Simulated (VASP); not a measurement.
A VASP calculation is set up with these files.

### INCAR
```
! general
SYSTEM    = MnO
PREC      = Accurate
ENCUT     = 520
LREAL     = .False.   ! projection in real space or not
LASPH     = .True.   ! aspherical one-centre terms

! electronic loop
EDIFF     = 1E-6   ! SCF stop (eV)
NELM      = 100   ! most electronic steps
ALGO      = Normal   ! blocked Davidson
LMAXMIX   = 4   ! l cut-off of mixed one-centre charges

! smearing
ISMEAR    = 0
SIGMA     = 0.05   ! width (eV)

! functional
GGA       = PE   ! PBE

! spin
ISPIN     = 2   ! spin-polarised
MAGMOM    = 5.0 -5.0 0.0 0.0

! DFT+U
LDAU      = .True.
LDAUTYPE  = 2   ! Dudarev
LDAUL     = 2 -1
LDAUU     = 3.0 0
LDAUJ     = 0 0
LDAUPRINT = 1

! ions
ISIF      = 2   ! forces and stress, cell fixed

! output
LWAVE     = .False.
LCHARG    = .False.
LORBIT    = 10
```

**POSCAR**
```
MnO
1
    4.4400000000     2.2200000000     2.2200000000
    2.2200000000     4.4400000000     2.2200000000
    2.2200000000     2.2200000000     4.4400000000
Mn O
2 2
Direct
  0.0000000000   0.0000000000   0.0000000000
  0.5000000000   0.5000000000   0.5000000000
  0.2500000000   0.2500000000   0.2500000000
  0.7500000000   0.7500000000   0.7500000000
```

KPOINTS:
```
Automatic mesh
0
Gamma
7 7 7
0 0 0
```

POTCAR, in this order: Mn_pv O (PBE.64 set). Program: vasp_std.

Problem. Write an equivalent input for Quantum ESPRESSO's pw.x.

Solution. One equivalent input (not run):
```
&CONTROL
  calculation = 'scf'
  pseudo_dir = './pseudo'
  outdir = './out'
  tprnfor = .true.
  tstress = .true.
/
&SYSTEM
  ibrav = 0
  nat = 4
  ntyp = 3
  ecutwfc = 96
  occupations = 'smearing'
  smearing = 'gaussian'
  degauss = 0.003675
  input_dft = 'pbe'
  nspin = 2
  starting_magnetization(1) = 0.5
  starting_magnetization(2) = -0.5
/
&ELECTRONS
  conv_thr = 7.3e-08
  electron_maxstep = 100
/
ATOMIC_SPECIES
  Mn1 54.938 Mn.upf
  Mn2 54.938 Mn.upf
  O 15.999 O.upf
CELL_PARAMETERS angstrom
     4.4400000    2.2200000    2.2200000
     2.2200000    4.4400000    2.2200000
     2.2200000    2.2200000    4.4400000
ATOMIC_POSITIONS crystal
  Mn1  0.0000000  0.0000000  0.0000000
  Mn2  0.5000000  0.5000000  0.5000000
  O    0.2500000  0.2500000  0.2500000
  O    0.7500000  0.7500000  0.7500000
K_POINTS automatic
  7 7 7 0 0 0
HUBBARD {ortho-atomic}
U Mn1-3d 3
U Mn2-3d 3
```
The two are equivalent in intent, not identical: the potentials are each code's own (VASP's PAW set, PseudoDojo norm-conserving files in pw.x), so ENCUT and ecutwfc are chosen apart and not converted; conv_thr bounds pw.x's estimated SCF error, while EDIFF bounds the energy change between steps; starting_magnetization is a fraction of the valence charge and MAGMOM a moment in μB, so they match only roughly; the +U projectors differ (PAW spheres against orthogonalised atomic orbitals), so the same U acts differently.

The compound is MnO in the rock salt, AFM-II order structure. The cell was not relaxed at this level. The run is one of a series of settings (LDAU = .TRUE., LDAUJ = 0 0, LDAUL = 2 -1, LDAUTYPE = 2, LDAUU = 3.0 0 against the base run), some of them coarse on purpose.
